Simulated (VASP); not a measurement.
A run of VASP 6.6.1 is set up as follows.

Contents of INCAR:

```
SYSTEM = NaSiPd3
PREC     = Accurate       ! precision mode
ENCUT    = 520            ! plane-wave cutoff, eV
EDIFF    = 1E-6           ! SCF threshold, eV
ISMEAR   = -1             ! smearing method
SIGMA    = 0.0351         ! smearing width, eV
LREAL    = .False.        ! projectors in reciprocal space
LASPH    = .True.         ! aspherical terms in the spheres
NELM     = 80             ! most SCF steps
ALGO     = Fast           ! electronic algorithm
ISIF     = 2              ! what is computed and relaxed
LWAVE    = .False.        ! write WAVECAR
LCHARG   = .True.         ! write CHGCAR
GGA      = PE             ! functional
LELF     = .True.         ! ELF
LVHAR    = .True.       
NBANDS   = 28             ! bands
```

File KPOINTS:

```
Automatic mesh
0
Gamma
  4 4 4
  0 0 0
```

Contents of POSCAR:

```
NaSiPd3
1.0
    4.2183380000      0.0000000000      0.0000000000
    0.0000000000      4.2183380000      0.0000000000
    0.0000000000      0.0000000000      4.2183380000
Na Pd Si
1 3 1
Direct
    0.0000000000      0.0000000000      0.0000000000
    0.0000000000      0.5000000000      0.5000000000
    0.5000000000      0.0000000000      0.5000000000
    0.5000000000      0.5000000000      0.0000000000
    0.5000000000      0.5000000000      0.5000000000
```

Potentials or basis: VASP PAW PBE potentials, release 64 (Na_pv, Pd, Si).

Command:

```bash
$ cat potpaw_PBE.64/Na_pv/POTCAR potpaw_PBE.64/Pd/POTCAR potpaw_PBE.64/Si/POTCAR > POTCAR
$ mpirun -np 1 vasp_std > vasp.out
```

Estimate the band gap on the k mesh.

none (metal or under the smearing width).

Predict the pressure.

37.9 GPa.

Caveat: the k mesh is coarse (spacing up to 0.37 Å⁻¹), so the values aren't converged; a pressure of tens of GPa on the cell as given is suspect, and the run, the potentials or the cell itself is likely at fault.
